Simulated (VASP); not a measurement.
Output of a VASP run:

### OUTCAR
```
 ion  position               nearest neighbor table
   1  0.000  0.000  0.000-   2 2.90   3 2.90   3 2.90   2 2.90   3 2.90   2 2.90
   2  0.333  0.667  0.249-   1 2.90   1 2.90   1 2.90
   3  0.667  0.333  0.751-   1 2.90   1 2.90   1 2.90
  LATTYP: Found a hexagonal cell.
 ALAT       =     4.1088438495
 C/A-ratio  =     1.6361029442
 Subroutine PRICEL returns:
 Original cell was already a primitive cell.
 Subroutine GETGRP returns: Found 12 space group operations
The static configuration has the point symmetry D_3d.
The dynamic configuration has the point symmetry D_3d.
 Subroutine INISYM returns: Found 12 space group operations
 Subroutine IBZKPT returns following result:
 Found     24 irreducible k-points:

 Following reciprocal coordinates:
            Coordinates               Weight
  0.000000  0.000000  0.000000      1.000000
  0.166667  0.000000  0.000000      6.000000
  0.333333  0.000000  0.000000      6.000000
  0.500000 -0.000000  0.000000      3.000000
  0.166667  0.166667  0.000000      6.000000
  0.333333  0.166667  0.000000     12.000000
  0.333333  0.333333  0.000000      2.000000
  0.000000  0.000000  0.250000      2.000000
  0.166667  0.000000  0.250000      6.000000
  0.000000  0.166667  0.250000      6.000000
  0.333333  0.000000  0.250000      6.000000
  0.000000  0.333333  0.250000      6.000000
  0.500000 -0.000000  0.250000      6.000000
  0.166667  0.166667  0.250000     12.000000
  0.333333  0.166667  0.250000     12.000000
 -0.166667  0.500000  0.250000     12.000000
  0.333333  0.333333  0.250000      4.000000
  0.000000  0.000000  0.500000      1.000000
  0.166667  0.000000  0.500000      6.000000
  0.333333  0.000000  0.500000      6.000000
  0.500000 -0.000000  0.500000      3.000000
  0.166667  0.166667  0.500000      6.000000
  0.333333  0.166667  0.500000     12.000000
  0.333333  0.333333  0.500000      2.000000
   k-points           NKPTS =     24   k-points in BZ     NKDIM =     24   number of bands    NBANDS=     12
   number of dos      NEDOS =    301   number of ions     NIONS =      3
   total plane-waves  NPLWV =  43200
   dimension x,y,z NGX =    30 NGY =   30 NGZ =   48
   dimension x,y,z NGXF=    60 NGYF=   60 NGZF=   96
   ions per type =               1   2
   PREC   = accura    normal or accurate (medium, high low for compatibility)
   ISTART =      0    job   : 0-new  1-cont  2-samecut
   ICHARG =      2    charge: 1-file 2-atom 10-const
   ISPIN  =      1    spin polarized calculation?
   LNONCOLLINEAR =      F non collinear calculations
   LSORBIT =      F    spin-orbit coupling
   INIWAV =      1    electr: 0-lowe 1-rand  2-diag
   ENCUT  =  480.0 eV  35.28 Ry    5.94 a.u.   7.34  7.34 12.01*2*pi/ulx,y,z
   NELM   =    100;   NELMIN=  2; NELMDL= -5     # of ELM steps
   EDIFF  = 0.1E-06   stopping-criterion for ELM
   LREAL  =      F    real-space projection
   NLSPLINE    = F    spline interpolate recip. space projectors
   LMAXMIX     =    4 max onsite mixed and CHGCAR
   VOSKOWN=      0    Vosko Wilk Nusair interpolation
   EDIFFG = -.1E-01   stopping-criterion for IOM
   NSW    =     40    number of steps for IOM
   NBLOCK =      1;   KBLOCK =     40    inner block; outer block
   IBRION =      2    ionic relax: 0-MD 1-quasi-New 2-CG
   NFREE  =      1    steps in history (QN), initial steepest desc. (CG)
   ISIF   =      3    stress and relaxation
   ISYM   =      2    0-nonsym 1-usesym 2-fastsym
   TEIN   =    0.0    initial temperature
   TEBEG  =    0.0;   TEEND  =   0.0 temperature during run
   SMASS  =  -3.00    Nose mass-parameter (am)
   PSTRESS=   20.0 pullay stress
   NELECT =      16.0000    total number of electrons
   EFERMI =   0.00;   METHOD = LEGACY
   ISMEAR =     0;   SIGMA  =   0.05  broadening in eV -4-tet -1-fermi 0-gaus
   IALGO  =     38    algorithm
   LDIAG  =      T    sub-space diagonalisation (order eigenvalues)
   IMIX   =      4    mixing-type and parameters
     AMIX     =   0.40;   BMIX     =  1.00
...
```

File OSZICAR:
```
       N       E                     dE             d eps       ncg     rms          rms(c)
DAV:   1     0.793132773781E+02    0.79313E+02   -0.57793E+03   576   0.989E+02
DAV:   2    -0.157683439633E+01   -0.80890E+02   -0.75237E+02   860   0.151E+02
DAV:   3    -0.767359727299E+01   -0.60968E+01   -0.60581E+01   708   0.489E+01
DAV:   4    -0.779106035398E+01   -0.11746E+00   -0.11743E+00   760   0.838E+00
DAV:   5    -0.779327836088E+01   -0.22180E-02   -0.22180E-02   712   0.117E+00    0.422E+00
DAV:   6    -0.767716682207E+01    0.11611E+00   -0.13780E-01   644   0.207E+00    0.289E+00
DAV:   7    -0.765559341896E+01    0.21573E-01   -0.13880E-01   656   0.213E+00    0.702E-01
DAV:   8    -0.765372405878E+01    0.18694E-02   -0.97050E-03   652   0.601E-01    0.245E-01
DAV:   9    -0.765387823186E+01   -0.15417E-03   -0.92443E-04   700   0.221E-01    0.987E-02
DAV:  10    -0.765386382128E+01    0.14411E-04   -0.33778E-05   712   0.499E-02    0.375E-02
DAV:  11    -0.765387229207E+01   -0.84708E-05   -0.20495E-05   624   0.342E-02    0.322E-02
DAV:  12    -0.765387273054E+01   -0.43847E-06   -0.15327E-06   748   0.750E-03    0.960E-03
DAV:  13    -0.765387271642E+01    0.14118E-07   -0.16867E-08   436   0.121E-03
   1 F= -.64269431E+01 E0= -.64269431E+01  d E =-.642694E+01
```

### OUTCAR
```
------------------------ aborting loop because EDIFF is reached ----------------------------------------
  FORCE on cell =-STRESS in cart. coord.  units (eV):
  Direction    XX          YY          ZZ          XY          YZ          ZX
  --------------------------------------------------------------------------------------
  Total        1.2370563      1.2370556      1.2528154     -0.0000000      0.0000000      0.0000000
  in kB       20.1650741     20.1650614     20.4219604     -0.0000000      0.0000000      0.0000000
  external PRESSURE =       0.2506986 kB  Pullay stress =      20.0000000 kB
  volume of cell :       98.29
      direct lattice vectors                 reciprocal lattice vectors
     2.054422411 -3.558362873  0.000000000     0.243377407 -0.140514056  0.000000000
     2.054422411  3.558362873  0.000000000     0.243377407  0.140514056  0.000000000
     0.000000000  0.000000000  6.722491519     0.000000000  0.000000000  0.148754371
 POSITION                                       TOTAL-FORCE (eV/Angst)
 -----------------------------------------------------------------------------------
      0.00000      0.00000      0.00000         0.000000      0.000000      0.000000
      2.05442      1.18612      1.67238        -0.000000      0.000000      0.001204
      2.05442     -1.18612      5.05011         0.000000     -0.000000     -0.001204
 -----------------------------------------------------------------------------------
    total drift:                                0.000000     -0.000000      0.000000
  FREE ENERGIE OF THE ION-ELECTRON SYSTEM (eV)
  ---------------------------------------------------
  free  energy   TOTEN  =        -7.6538727164 eV

  energy  without entropy=       -7.6538727164  energy(sigma->0) =       -7.65387272
  enthalpy is  TOTEN    =        -6.4269430990 eV   P V=        1.2269296174

 reached required accuracy - stopping structural energy minimisation
```
(Selected blocks of OUTCAR.)

**POSCAR**
```
MgI2
1
    2.0544224111    -3.5583628730    -0.0000000000
    2.0544224111     3.5583628730     0.0000000000
   -0.0000000000     0.0000000000     6.7224915193
Mg I
1 2
Direct
  0.0000000000   0.0000000000   0.0000000000
  0.3333330000   0.6666670000   0.2487742481
  0.6666670000   0.3333330000   0.7512257519
```

Q: Reconstruct the remaining input files.

A: Several could match; the one computed here: the input of the run itself, PBE GGA, plane waves, VASP's PBE PAW potentials (set 64).

KPOINTS:
```
Automatic mesh
0
Gamma
6 6 4
0 0 0
```

INCAR:
```
ALGO=Normal
EDIFF=1E-7
EDIFFG=-0.01
ENCUT=480
GGA=PE
IBRION=2
ISIF=3
ISMEAR=0
LASPH=.True.
LCHARG=.False.
LMAXMIX=4
LREAL=.False.
LWAVE=.False.
NELM=100
NSW=40
PREC=Accurate
PSTRESS=20
SIGMA=0.05
SYSTEM=MgI2
```

POTCAR, in this order: Mg I (PBE.64 set). Program: vasp_std.

Without a dispersion term in the relaxation, distances and binding between the weakly bound layers, chains or molecules are unreliable, and so is what depends on them.

The compound is MgI2 in the 1T layered structure. It was relaxed first under an external pressure of 2 GPa.
